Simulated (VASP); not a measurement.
```xyz
2
Lattice="1.2453 0.7190 3.2150 -1.2453 0.7190 3.2150 0.0000 -1.4380 3.2150" Properties=species:S:1:pos:R:3 pbc="T T T"
B      0.0000     0.0000     9.6426
N      0.0000     0.0000     3.2087
```

These are LDA (Ceperley-Alder, Perdew-Zunger), VASP's LDA PAW potentials (set 64) (plane waves; VASP 6.6.1) values and carry that method's errors. Settings: 520 eV cut-off, 12×12×12 Γ-centred mesh, Gaussian smearing of 0.010 eV, potentials B N.

Problem. Give the electronic dielectric tensor ε∞ (DFPT, local fields included).

Solution. 
```
4.98  0.00  0.00
0.00  4.98  0.00
0.00  0.00  2.85
```

Problem. Give the Born effective charges.

Solution. 
```
atom   Z*xx   Z*yy   Z*zz   mean
----  -----  -----  -----  -----
B1     2.69   2.69   0.77   2.05
N2    -2.69  -2.69  -0.77  -2.05
```

Problem. And the static tensor with the ions free?

Solution. 
```
6.75  0.00  0.00
0.00  6.75  0.00
0.00  0.00  3.33
```

Problem. Which frequencies do the optical Γ-point modes have (no LO-TO splitting)?

Solution. 757, 1380 (×2) cm⁻¹.

The piezoelectric tensor e of the same run, ions relaxed (C/m²):

```csv
,xx,yy,zz,yz,xz,xy
x,0.00,0.00,0.00,0.00,0.02,0.39
y,0.39,-0.39,0.00,0.02,0.00,0.00
z,0.05,0.05,-0.16,0.00,0.00,0.00
```

The structure comes from a computed database's BN entry (R3m); how it stands against other phases isn't given here. It was relaxed first, which changed the volume by -6 %.
